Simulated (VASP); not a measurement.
Calculation: PW91 GGA, VASP's PBE PAW potentials (set 64) (plane waves; VASP 6.6.1).

Input for VASP

**INCAR**
```
LMAXMIX  =  4   # l cut-off of mixed one-centre charges
SYSTEM  =  CdSe
ALGO  =  Normal   # blocked Davidson
LREAL  =  .FALSE.
ENCUT  =  520
GGA  =  91   # PW91
PREC  =  Accurate
EDIFF  =  1E-6
IBRION  =  2   # conjugate gradients
NSW  =  60   # most ionic steps
EDIFFG  =  -0.01   # ionic stop
LWAVE  =  .FALSE.
NELM  =  100   # most electronic steps
ISIF  =  3   # ions, shape and volume
ISMEAR  =  0
LASPH  =  .TRUE.   # aspherical one-centre terms
LCHARG  =  .FALSE.
SIGMA  =  0.05   # width (eV)
```

File POSCAR:
```
CdSe
1
    0.0000000000     3.0250000000     3.0250000000
    3.0250000000     0.0000000000     3.0250000000
    3.0250000000     3.0250000000     0.0000000000
Cd Se
1 1
Direct
  0.0000000000   0.0000000000   0.0000000000
  0.2500000000   0.2500000000   0.2500000000
```

File KPOINTS:
```
Automatic mesh
0
Gamma
7 7 7
0 0 0
```

POTCAR, in this order: Cd Se (PBE.64 set). Program: vasp_std.

What VASP printed:

File OUTCAR:
```
 ion  position               nearest neighbor table
   1  0.000  0.000  0.000-   2 2.62   2 2.62   2 2.62   2 2.62
   2  0.250  0.250  0.250-   1 2.62   1 2.62   1 2.62   1 2.62
  LATTYP: Found a face centered cubic cell.
 ALAT       =     6.0500000000
 Subroutine PRICEL returns:
 Original cell was already a primitive cell.
 Subroutine GETGRP returns: Found 24 space group operations
The static configuration has the point symmetry T_d .
The dynamic configuration has the point symmetry T_d .
 Subroutine INISYM returns: Found 24 space group operations
 Subroutine IBZKPT returns following result:
 Found     20 irreducible k-points:

 Following reciprocal coordinates:
            Coordinates               Weight
  0.000000  0.000000  0.000000      1.000000
  0.142857  0.000000  0.000000      8.000000
  0.285714  0.000000  0.000000      8.000000
  0.428571  0.000000  0.000000      8.000000
  0.142857  0.142857  0.000000      6.000000
  0.285714  0.142857  0.000000     24.000000
  0.428571  0.142857  0.000000     24.000000
 -0.428571  0.142857  0.000000     24.000000
 -0.285714  0.142857  0.000000     24.000000
 -0.142857  0.142857  0.000000     12.000000
  0.285714  0.285714  0.000000      6.000000
  0.428571  0.285714  0.000000     24.000000
 -0.428571  0.285714  0.000000     24.000000
 -0.285714  0.285714  0.000000     12.000000
  0.428571  0.428571  0.000000      6.000000
 -0.428571  0.428571  0.000000     12.000000
  0.428571  0.285714  0.142857     24.000000
 -0.428571  0.285714  0.142857     48.000000
 -0.428571  0.428571  0.142857     24.000000
 -0.285714  0.428571  0.142857     24.000000
   k-points           NKPTS =     20   k-points in BZ     NKDIM =     20   number of bands    NBANDS=     13
   number of dos      NEDOS =    301   number of ions     NIONS =      2
   total plane-waves  NPLWV =  32768
   dimension x,y,z NGX =    32 NGY =   32 NGZ =   32
...
```

### OSZICAR
```
       N       E                     dE             d eps       ncg     rms          rms(c)
DAV:   1     0.109259247552E+03    0.10926E+03   -0.89458E+03   528   0.124E+03
DAV:   2    -0.116642837932E+01   -0.11043E+03   -0.10642E+03   575   0.292E+02
DAV:   3    -0.586937806476E+01   -0.47029E+01   -0.46900E+01   640   0.622E+01
DAV:   4    -0.589369382465E+01   -0.24316E-01   -0.24314E-01   545   0.445E+00
DAV:   5    -0.589384131145E+01   -0.14749E-03   -0.14749E-03   610   0.317E-01    0.657E+00
DAV:   6    -0.551918727936E+01    0.37465E+00   -0.73405E-01   708   0.119E+01    0.512E+00
DAV:   7    -0.549729325740E+01    0.21894E-01   -0.17210E-01   565   0.322E+00    0.227E+00
DAV:   8    -0.549769521069E+01   -0.40195E-03   -0.16622E-02   535   0.195E+00    0.249E-01
DAV:   9    -0.549772367679E+01   -0.28466E-04   -0.22041E-03   595   0.738E-01    0.553E-02
DAV:  10    -0.549778140850E+01   -0.57732E-04   -0.24902E-04   540   0.236E-01    0.450E-02
DAV:  11    -0.549782007548E+01   -0.38667E-04   -0.69199E-05   530   0.681E-02    0.137E-02
DAV:  12    -0.549781921011E+01    0.86537E-06   -0.75177E-06   625   0.423E-02
   1 F= -.54978192E+01 E0= -.54978192E+01  d E =-.549782E+01
       N       E                     dE             d eps       ncg     rms          rms(c)
DAV:   1    -0.714584559763E+01   -0.16480E+01   -0.35615E+01   555   0.821E+01    0.120E+01
DAV:   2    -0.575298238720E+01    0.13929E+01   -0.32014E+00   530   0.286E+01    0.411E+00
DAV:   3    -0.557457163485E+01    0.17841E+00   -0.39230E-01   560   0.742E+00    0.371E+00
DAV:   4    -0.554500402516E+01    0.29568E-01   -0.38121E-02   530   0.161E+00    0.971E-01
DAV:   5    -0.554322576044E+01    0.17783E-02   -0.34386E-03   575   0.679E-01    0.150E-01
DAV:   6    -0.554334136907E+01   -0.11561E-03   -0.50760E-04   550   0.219E-01    0.791E-02
DAV:   7    -0.554339077980E+01   -0.49411E-04   -0.55284E-05   570   0.549E-02    0.429E-02
DAV:   8    -0.554338833442E+01    0.24454E-05   -0.41336E-06   580   0.302E-02    0.762E-03
DAV:   9    -0.554338918301E+01   -0.84859E-06   -0.19624E-06   532   0.859E-03
   2 F= -.55433892E+01 E0= -.55433892E+01  d E =-.455700E-01
       N       E                     dE             d eps       ncg     rms          rms(c)
DAV:   1    -0.566462427552E+01   -0.12124E+00   -0.23948E+00   570   0.199E+01    0.237E+00
DAV:   2    -0.556011315174E+01    0.10451E+00   -0.27768E-01   560   0.815E+00    0.763E-01
DAV:   3    -0.554981323658E+01    0.10300E-01   -0.29623E-02   540   0.185E+00    0.647E-01
DAV:   4    -0.554890119591E+01    0.91204E-03   -0.17957E-03   535   0.432E-01    0.115E-01
DAV:   5    -0.554885902696E+01    0.42169E-04   -0.26303E-04   600   0.235E-01    0.572E-02
DAV:   6    -0.554887054596E+01   -0.11519E-04   -0.52778E-05   540   0.923E-02    0.182E-02
DAV:   7    -0.554887043576E+01    0.11020E-06   -0.25126E-06   600   0.102E-02
   3 F= -.55488704E+01 E0= -.55488704E+01  d E =-.510512E-01
```

### OUTCAR
```
------------------------ aborting loop because EDIFF is reached ----------------------------------------
  FORCE on cell =-STRESS in cart. coord.  units (eV):
  Direction    XX          YY          ZZ          XY          YZ          ZX
  --------------------------------------------------------------------------------------
  Total        0.0016591      0.0016591      0.0016591     -0.0000000      0.0000000     -0.0000000
  in kB        0.0445654      0.0445654      0.0445654     -0.0000000      0.0000000     -0.0000000
  external PRESSURE =       0.0445654 kB  Pullay stress =       0.0000000 kB
  volume of cell :       59.65
      direct lattice vectors                 reciprocal lattice vectors
    -0.000000000  3.101134701  3.101134701    -0.161231307  0.161231307  0.161231307
     3.101134701  0.000000000  3.101134701     0.161231307 -0.161231307  0.161231307
     3.101134701  3.101134701 -0.000000000     0.161231307  0.161231307 -0.161231307
  FREE ENERGIE OF THE ION-ELECTRON SYSTEM (eV)
  ---------------------------------------------------
  free  energy   TOTEN  =        -5.5488704358 eV

  energy  without entropy=       -5.5488704357  energy(sigma->0) =       -5.54887044

 reached required accuracy - stopping structural energy minimisation
```
(Selected blocks of OUTCAR.)

### CONTCAR
```
CdSe
   1.00000000000000
    -0.0000000000000000    3.1011347007953955    3.1011347007953955
     3.1011347007953955    0.0000000000000000    3.1011347007953955
     3.1011347007953955    3.1011347007953955   -0.0000000000000000
  Cd              Se
     1     1
Direct
     0.0000000000000000    0.0000000000000000    0.0000000000000000
     0.2500000000000000    0.2500000000000000    0.2500000000000000
```

Energy and stress use the plane-wave basis of the starting cell.

The compound is CdSe in the zinc blende structure, whereas wurtzite is the usual form. This run relaxes it. Symmetry was kept, so distortions that lower it aren't found.
